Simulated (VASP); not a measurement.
Level of theory: LDA (Ceperley-Alder, Perdew-Zunger), VASP's LDA PAW potentials (set 64) (plane waves; VASP 6.6.1).

VASP input:

File POSCAR:
```
Au
1.0
  0.0000000000   1.9957931725   1.9957931725
  1.9957931725   0.0000000000   1.9957931725
  1.9957931725   1.9957931725   0.0000000000
Au
1
Cart
  0.0000000000   0.0000000000   0.0000000000
```

File KPOINTS:
```
K-points
0
gamma
  16 16 16
```

**INCAR**
```
IBRION = 2   ! conjugate gradients
ISMEAR = 1
LWAVE = .FALSE.
LMAXMIX = 6   ! l cut-off of mixed one-centre charges
SIGMA = 0.1
SYSTEM = Au
PREC = Accurate
LREAL = .FALSE.   ! projection in real space or not
LCHARG = .FALSE.
NELM = 100
PSTRESS = 100
ENCUT = 500   ! plane-wave cut-off (eV)
EDIFFG = -0.02   ! ionic stop
LASPH = .TRUE.   ! aspherical one-centre terms
NSW = 40   ! most ionic steps
ISIF = 3   ! ions, shape and volume
EDIFF = 1E-6   ! SCF stop (eV)
ALGO = Normal   ! blocked Davidson
```

POTCAR, in this order: Au (LDA.64 set). Program: vasp_std.

Output of the run:

OUTCAR:
```
 ion  position               nearest neighbor table
   1  0.000  0.000  0.000-
  LATTYP: Found a face centered cubic cell.
 ALAT       =     3.9915863450
 Subroutine PRICEL returns:
 Original cell was already a primitive cell.
 Subroutine GETGRP returns: Found 48 space group operations
The static configuration has the point symmetry O_h .
The dynamic configuration has the point symmetry O_h .
 Subroutine INISYM returns: Found 48 space group operations
 Subroutine IBZKPT returns following result:
 Found    145 irreducible k-points:

 Following reciprocal coordinates:
            Coordinates               Weight
  0.000000  0.000000  0.000000      1.000000
  0.062500  0.000000  0.000000      8.000000
  0.125000  0.000000  0.000000      8.000000
  0.187500  0.000000  0.000000      8.000000
  0.250000  0.000000  0.000000      8.000000
  0.312500  0.000000  0.000000      8.000000
  0.375000  0.000000  0.000000      8.000000
  0.437500  0.000000  0.000000      8.000000
  0.500000  0.000000  0.000000      4.000000
  0.062500  0.062500  0.000000      6.000000
...
```

File OSZICAR:
```
       N       E                     dE             d eps       ncg     rms          rms(c)
DAV:   1     0.400735383488E+02    0.40074E+02   -0.57845E+03  2906   0.106E+03
DAV:   2    -0.437168740364E+01   -0.44445E+02   -0.41860E+02  2696   0.199E+02
DAV:   3    -0.474420842979E+01   -0.37252E+00   -0.37095E+00  3130   0.186E+01
DAV:   4    -0.474518788888E+01   -0.97946E-03   -0.97941E-03  2976   0.974E-01
DAV:   5    -0.474519346572E+01   -0.55768E-05   -0.55777E-05  2955   0.698E-02    0.120E+01
DAV:   6    -0.445473828855E+01    0.29046E+00   -0.87834E-01  2652   0.921E+00    0.723E+00
DAV:   7    -0.442653728945E+01    0.28201E-01   -0.10041E-01  2803   0.300E+00    0.299E+00
DAV:   8    -0.442288820254E+01    0.36491E-02   -0.34083E-03  2749   0.716E-01    0.260E-01
DAV:   9    -0.442288758129E+01    0.62125E-06   -0.86476E-06  2913   0.362E-02
   1 F= -.34305350E+01 E0= -.34304661E+01  d E =-.343053E+01
```

OUTCAR:
```
------------------------ aborting loop because EDIFF is reached ----------------------------------------
  FORCE on cell =-STRESS in cart. coord.  units (eV):
  Direction    XX          YY          ZZ          XY          YZ          ZX
  --------------------------------------------------------------------------------------
  Total        0.9793216      0.9793216      0.9793216      0.0000000      0.0000000      0.0000000
  in kB       98.6868564     98.6868564     98.6868564      0.0000000      0.0000000      0.0000000
  external PRESSURE =      -1.3131436 kB  Pullay stress =     100.0000000 kB
  volume of cell :       15.90
      direct lattice vectors                 reciprocal lattice vectors
     0.000000000  1.995793172  1.995793172    -0.250526962  0.250526962  0.250526962
     1.995793172  0.000000000  1.995793172     0.250526962 -0.250526962  0.250526962
     1.995793172  1.995793172  0.000000000     0.250526962  0.250526962 -0.250526962
 POSITION                                       TOTAL-FORCE (eV/Angst)
 -----------------------------------------------------------------------------------
      0.00000      0.00000      0.00000         0.000000      0.000000      0.000000
 -----------------------------------------------------------------------------------
    total drift:                               -0.000000      0.000000      0.000000
  FREE ENERGIE OF THE ION-ELECTRON SYSTEM (eV)
  ---------------------------------------------------
  free  energy   TOTEN  =        -4.4228875813 eV

  energy  without entropy=       -4.4226807996  energy(sigma->0) =       -4.42281865
  enthalpy is  TOTEN    =        -3.4305349832 eV   P V=        0.9923525981

 reached required accuracy - stopping structural energy minimisation
```
(Selected blocks of OUTCAR.)

The compound is Au in the fcc structure. It was relaxed first under an external pressure of 10 GPa.
